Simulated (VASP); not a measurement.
# Mg2NCl (R-3m) in VASP: single point with PBE

Aim: the single point of Mg2NCl with PBE.

All numbers are computed with VASP 6.6.1; they aren't measurements. Logs are shortened: lines on timing, memory, paths and dates and some standing lists are left out, and cuts for length are marked.

## Step 1: Starting point

The structure is trigonal, space group R-3m (No. 166). Conventional cell: a = 3.321 Å, b = 3.321 Å, c = 18.009 Å, α = 90.00°, β = 90.00°, γ = 120.00°. Mg (site symmetry 3m) has 3 N at 2.17 Å as nearest neighbours. N (site symmetry -3m) is surrounded by 6 Mg at 2.17 Å. Around Cl (site symmetry -3m) lie 6 Mg at 2.76 Å.

The cell comes from a database or a generator and needn't be the stable form of this composition.

## Step 2: Single point, PBE

The input, INCAR:

```
SYSTEM = Mg2NCl
PREC = Accurate ; ENCUT = 520
EDIFF = 1E-6 ; ISMEAR = 0
SIGMA = 0.1 ; LREAL = .False.
LASPH = .True. ; NELM = 100
ALGO = Fast ; ISIF = 2
LWAVE = .False. ; LCHARG = .False.
GGA = PE ; NBANDS = 16
```

The input, KPOINTS:

```
regular mesh
0
Gamma
  6 6 6
  0 0 0
```

The input, POSCAR:

```
Mg2NCl
1.0
    1.6606666161      0.9587863178      6.0029770000
   -1.6606666161      0.9587863178      6.0029770000
    0.0000000000     -1.9175726357      6.0029770000
Mg N Cl
2 1 1
Direct
    0.2228150000      0.2228150000      0.2228150000
    0.7771850000      0.7771850000      0.7771850000
    0.5000000000      0.5000000000      0.5000000000
    0.0000000000      0.0000000000      0.0000000000
```

Potentials or basis: VASP PAW PBE potentials, release 64 (Mg, N, Cl).

Command:

```sh
cat potpaw_PBE.64/Mg/POTCAR potpaw_PBE.64/N/POTCAR potpaw_PBE.64/Cl/POTCAR > POTCAR
mpirun -np 1 vasp_std > vasp.out
```

OUTCAR:

```text
SYSTEM = Mg2NCl
   PREC = Accurate
   ENCUT = 520
   EDIFF = 1E-6
   ISMEAR = 0
   LREAL = .False.
   LASPH = .True.
   NELM = 100
   ISIF = 2
   GGA = PE

 ion  position               nearest neighbor table
   1  0.223  0.223  0.223-   3 2.17   3 2.17   3 2.17   4 2.76   4 2.76   4 2.76   2 2.79   2 2.79
                             2 2.79
   2  0.777  0.777  0.777-   3 2.17   3 2.17   3 2.17   4 2.76   4 2.76   4 2.76   1 2.79   1 2.79
                             1 2.79
   3  0.500  0.500  0.500-   1 2.17   2 2.17   1 2.17   1 2.17   2 2.17   2 2.17
   4  0.000  0.000  0.000-   2 2.76   2 2.76   1 2.76   1 2.76   2 2.76   1 2.76

  LATTYP: Found a trigonal (rhomboedric) cell.
 ALAT       =     6.3018106664
 COS(alpha) =     0.8611121662

  Lattice vectors:

 A1 = (   1.6606666161,   0.9587863178,   6.0029770000)
 A2 = (  -1.6606666161,   0.9587863178,   6.0029770000)
 A3 = (   0.0000000000,  -1.9175726357,   6.0029770000)

Analysis of symmetry for initial positions (statically):
=====================================================================
 Subroutine PRICEL returns:
 Original cell was already a primitive cell.

 Routine SETGRP: Setting up the symmetry group for a
 trigonal (rhombohedral) supercell.

 Subroutine GETGRP returns: Found 12 space group operations
 (whereof 12 operations were pure point group operations)
 out of a pool of 12 trial point group operations.

The static configuration has the point symmetry D_3d.

Analysis of symmetry for dynamics (positions and initial velocities):
=====================================================================
 Subroutine PRICEL returns:
 Original cell was already a primitive cell.

 Routine SETGRP: Setting up the symmetry group for a
 trigonal (rhombohedral) supercell.

 Subroutine GETGRP returns: Found 12 space group operations
 (whereof 12 operations were pure point group operations)
 out of a pool of 12 trial point group operations.

The dynamic configuration has the point symmetry D_3d.

 Subroutine INISYM returns: Found 12 space group operations
 (whereof 12 operations are pure point group operations),
 and found     1 'primitive' translations

----------------------------------------------------------------------------------------

                                     Primitive cell

  volume of cell :      57.3485

  direct lattice vectors                    reciprocal lattice vectors
     1.660666616  0.958786318  6.002977000     0.301083911  0.173830877  0.055528004
    -1.660666616  0.958786318  6.002977000    -0.301083911  0.173830877  0.055528004
     0.000000000 -1.917572636  6.002977000     0.000000000 -0.347661754  0.055528004

  length of vectors
     6.301810666  6.301810666  6.301810666     0.352068253  0.352068253  0.352068253

  position of ions in fractional coordinates (direct lattice)
     0.222815000  0.222815000  0.222815000
     0.777185000  0.777185000  0.777185000
     0.500000000  0.500000000  0.500000000
     0.000000000  0.000000000  0.000000000

  ion indices of the primitive-cell ions
   primitive index   ion index
                 1           1
                 2           2
                 3           3
                 4           4

----------------------------------------------------------------------------------------

 KPOINTS: regular mesh

Automatic generation of k-mesh.
 Grid dimensions read from file:
 generate k-points for:    6    6    6

 Generating k-lattice:

  Cartesian coordinates                     Fractional coordinates (reciprocal lattice)
     0.050180652  0.028971813  0.009254667     0.166666667  0.000000000  0.000000000
    -0.050180652  0.028971813  0.009254667     0.000000000  0.166666667  0.000000000
     0.000000000 -0.057943626  0.009254667     0.000000000  0.000000000  0.166666667

  Length of vectors
     0.058678042  0.058678042  0.058678042

  Shift w.r.t. Gamma in fractional coordinates (k-lattice)
     0.000000000  0.000000000  0.000000000

 Subroutine IBZKPT returns following result:
 ===========================================

 Found     32 irreducible k-points:

 Following reciprocal coordinates:
            Coordinates               Weight
  0.000000  0.000000  0.000000      1.000000
  0.166667  0.000000 -0.000000      6.000000
  0.333333  0.000000 -0.000000      6.000000
  0.500000  0.000000 -0.000000      3.000000
  0.166667  0.166667 -0.000000      6.000000
  0.333333  0.166667  0.000000     12.000000
[... 16 lines left out ...]
  0.500000  0.500000  0.166667      6.000000
 -0.333333  0.500000  0.166667     12.000000
 [... further k-points ...]
   k-points           NKPTS =     32   k-points in BZ     NKDIM =     32   number of bands    NBANDS=     16
   number of dos      NEDOS =    301   number of ions     NIONS =      4
   total plane-waves  NPLWV = 110592
   dimension x,y,z NGX =    48 NGY =   48 NGZ =   48
   dimension x,y,z NGXF=    96 NGYF=   96 NGZF=   96
   ions per type =               2   1   1
   NGX,Y,Z   is equivalent  to a cutoff of  12.66, 12.66, 12.66 a.u.
   NGXF,Y,Z  is equivalent  to a cutoff of  25.33, 25.33, 25.33 a.u.
 SYSTEM =  Mg2NCl
   PREC   = accura    normal or accurate (medium, high low for compatibility)
   ISTART =      0    job   : 0-new  1-cont  2-samecut
   ICHARG =      2    charge: 1-file 2-atom 10-const
   ISPIN  =      1    spin polarized calculation?
   LNONCOLLINEAR =      F non collinear calculations
   LSORBIT =      F    spin-orbit coupling
   LASPH  =      T    aspherical Exc in radial PAW
   ENCUT  =  520.0 eV  38.22 Ry    6.18 a.u.  11.72 11.72 11.72*2*pi/ulx,y,z
   NELM   =    100;   NELMIN=  2; NELMDL= -5     # of ELM steps
   EDIFF  = 0.1E-05   stopping-criterion for ELM
   LREAL  =      F    real-space projection
   EDIFFG = 0.1E-04   stopping-criterion for IOM
   NSW    =      0    number of steps for IOM
   IBRION =     -1    ionic relax: 0-MD 1-quasi-New 2-CG
   NFREE  =      0    steps in history (QN), initial steepest desc. (CG)
   ISIF   =      2    stress and relaxation
   ISYM   =      2    0-nonsym 1-usesym 2-fastsym
   POTIM  = 0.5000    time-step for ionic-motion
   TEBEG  =    0.0;   TEEND  =   0.0 temperature during run
   PSTRESS=    0.0 pullay stress
   NELECT =      16.0000    total number of electrons
   NUPDOWN=      -1.0000    fix difference up-down
   EMIN   =  10.00;   EMAX   =-10.00  energy-range for DOS
   EFERMI =   0.00;   METHOD = LEGACY
   ISMEAR =     0;   SIGMA  =   0.10  broadening in eV -4-tet -1-fermi 0-gaus
   EFERMI_NEDOS =   21; number of points for ismear=-14 and -15
   IALGO  =     68    algorithm
   IMIX   =      4    mixing-type and parameters
     AMIX     =   0.40;   BMIX     =  1.00
     AMIX_MAG =   1.60;   BMIX_MAG =  1.00
  volume/ion in A,a.u.               =      14.34        96.75
  Fermi-wavevector in a.u.,A,eV,Ry     =   1.069730  2.021496 15.569443  1.144322
  Thomas-Fermi vector in A             =   2.205418
   LORBIT       =      0    0 simple, 1 ext, 2 COOP (PROOUT), +10 PAW based schemes
   GGA     = PE    functional components
   LHFCALC =     F    Hartree Fock is set to
   AEXX    =    0.0000 exact exchange contribution
   IVDW    =     0    specifies the selected vdW correction
   LEPSILON=     F    determine dielectric tensor
   LRPA    =     F    only Hartree local field effects (RPA)
 non-spin polarized calculation
 RMM-DIIS sequential band-by-band and
 Gauss-broadening in eV      SIGMA  =   0.10
  energy-cutoff  :      520.00
  volume of cell :       57.35
 maximum number of plane-waves:      1570
   NGX = 23   NGY = 23   NGZ = 23

 number of electron      16.0000000 magnetization

 Free energy of the ion-electron system (eV)
  ---------------------------------------------------
  ext. energy  EPLUGINS =         0.00000000
  ---------------------------------------------------
  free energy    TOTEN  =       -17.80304972 eV

  energy without entropy =      -17.80304972  energy(sigma->0) =      -17.80304972

 E-fermi :   4.5370     XC(G=0):  -9.9214

 val. band max:        4.0398814326   @ k =   0.0000   0.0000   0.0000
 cond. band min:       6.2428958209   @ k =   0.0000   0.0000   0.0000
 fundamental gap:      2.2030143883
 Fermi energy:         4.5369884038

 k-point     1 :       0.0000    0.0000    0.0000
  band No.  band energies     occupation
      1     -12.4831      2.00000
      2      -8.6953      2.00000
      3      -2.2358      2.00000
      4       1.6556      2.00000
      5       1.6556      2.00000
      6       3.0233      2.00000
[... 8 lines left out ...]
     15      14.3148      0.00000
     16      14.3148      0.00000

 k-point     2 :       0.1667    0.0000   -0.0000
  band No.  band energies     occupation
      1     -12.2871      2.00000
      2      -8.4989      2.00000
      3      -1.9074      2.00000
      4       0.5203      2.00000
      5       1.4355      2.00000
      6       2.6740      2.00000
[... 8 lines left out ...]
     15      14.0830      0.00000
     16      14.6916      0.00000

 k-point     3 :       0.3333    0.0000   -0.0000
  band No.  band energies     occupation
      1     -11.8485      2.00000
      2      -8.0520      2.00000
      3      -1.2515      2.00000
      4      -1.0715      2.00000
      5       0.9285      2.00000
      6       1.0412      2.00000
[... 8 lines left out ...]
     15      13.8859      0.00000
     16      16.2605      0.00000

 k-point     4 :       0.5000    0.0000   -0.0000
  band No.  band energies     occupation
      1     -11.5989      2.00000
      2      -7.7922      2.00000
      3      -1.9775      2.00000
      4      -0.5610      2.00000
      5       0.1648      2.00000
      6       0.8624      2.00000
[... 8 lines left out ...]
     15      13.6649      0.00000
     16      17.1972      0.00000

 k-point     5 :       0.1667    0.1667   -0.0000
  band No.  band energies     occupation
      1     -12.2851      2.00000
      2      -8.5076      2.00000
      3      -1.8668      2.00000
      4       0.5019      2.00000
      5       1.4291      2.00000
      6       2.6069      2.00000
[... 8 lines left out ...]
     15      14.0469      0.00000
     16      14.6689      0.00000

 k-point     6 :       0.3333    0.1667    0.0000
  band No.  band energies     occupation
      1     -11.9638      2.00000
      2      -8.1809      2.00000
      3      -1.3225      2.00000
      4      -0.6603      2.00000
      5       0.7984      2.00000
      6       1.5973      2.00000
[... 8 lines left out ...]
     15      14.6525      0.00000
     16      15.0205      0.00000
[... 267 lines left out ...]
 k-point    21 :      -0.3333    0.3333    0.1667
  band No.  band energies     occupation
      1     -11.6024      2.00000
      2      -7.7974      2.00000
      3      -1.6888      2.00000
      4      -0.8451      2.00000
      5       0.1278      2.00000
      6       1.0623      2.00000
[... 8 lines left out ...]
     15      14.8714      0.00000
     16      16.3888      0.00000

 k-point    22 :      -0.1667    0.3333    0.1667
  band No.  band energies     occupation
      1     -11.6057      2.00000
      2      -7.7859      2.00000
      3      -1.6552      2.00000
      4      -0.8384      2.00000
      5       0.1370      2.00000
      6       0.8482      2.00000
[... 8 lines left out ...]
     15      14.3554      0.00000
     16      15.5316      0.00000

 k-point    23 :       0.5000    0.5000    0.1667
  band No.  band energies     occupation
      1     -11.8402      2.00000
      2      -8.0780      2.00000
      3      -1.3763      2.00000
      4      -1.1198      2.00000
      5       1.0245      2.00000
      6       1.4912      2.00000
[... 8 lines left out ...]
     15      14.4099      0.00000
     16      16.2516      0.00000

 k-point    24 :      -0.3333    0.5000    0.1667
  band No.  band energies     occupation
      1     -11.6022      2.00000
      2      -7.7935      2.00000
      3      -1.7362      2.00000
      4      -0.9550      2.00000
      5       0.1489      2.00000
      6       1.2800      2.00000
[... 8 lines left out ...]
     15      14.6709      0.00000
     16      16.9228      0.00000

 [... further k-points ...]
[... 5 lines left out ...]
  --------------------------------------------------------------------------------------
  -------------------------------------------------------------------------------------
  Total       -0.1560887     -0.1560887     -0.1460573      0.0000000      0.0000000      0.0000000
  in kB       -4.3607368     -4.3607368     -4.0804831      0.0000000      0.0000000      0.0000000
  external PRESSURE =      -4.2673189 kB  Pullay stress =       0.0000000 kB

 VOLUME and BASIS-vectors are now :
 -----------------------------------------------------------------------------
  energy-cutoff  :      520.00
  volume of cell :       57.35
      direct lattice vectors                 reciprocal lattice vectors
     1.660666616  0.958786318  6.002977000     0.301083911  0.173830877  0.055528004
    -1.660666616  0.958786318  6.002977000    -0.301083911  0.173830877  0.055528004
     0.000000000 -1.917572636  6.002977000     0.000000000 -0.347661754  0.055528004

 POSITION                                       TOTAL-FORCE (eV/Angst)
 -----------------------------------------------------------------------------------
      0.00000     -0.00000      4.01266         0.000000      0.000000     -0.060058
      0.00000     -0.00000     13.99627         0.000000     -0.000000      0.060058
      0.00000     -0.00000      9.00447         0.000000      0.000000     -0.000000
      0.00000      0.00000      0.00000         0.000000      0.000000     -0.000000
 -----------------------------------------------------------------------------------
    total drift:                                0.000000     -0.000000     -0.000000

  FREE ENERGIE OF THE ION-ELECTRON SYSTEM (eV)
  ---------------------------------------------------
  free  energy   TOTEN  =       -17.8030497185 eV

  energy  without entropy=      -17.8030497185  energy(sigma->0) =      -17.80304972
```

Wall time 49 s (1 thread of Intel Xeon 6975P-C (Granite Rapids), shared host); peak memory 0.32 GiB.

Results:

* Free energy: -17.8030 eV
* Pressure: -0.4 GPa
* Largest force: 0.060 eV/Å
* Band gap on the k mesh: 2.20 eV, direct

Forces in eV/Å, atoms in the order of the input:
```
Mg   0.000  0.000 -0.060
Mg   0.000  0.000  0.060
N    0.000  0.000  0.000
Cl   0.000  0.000  0.000
```
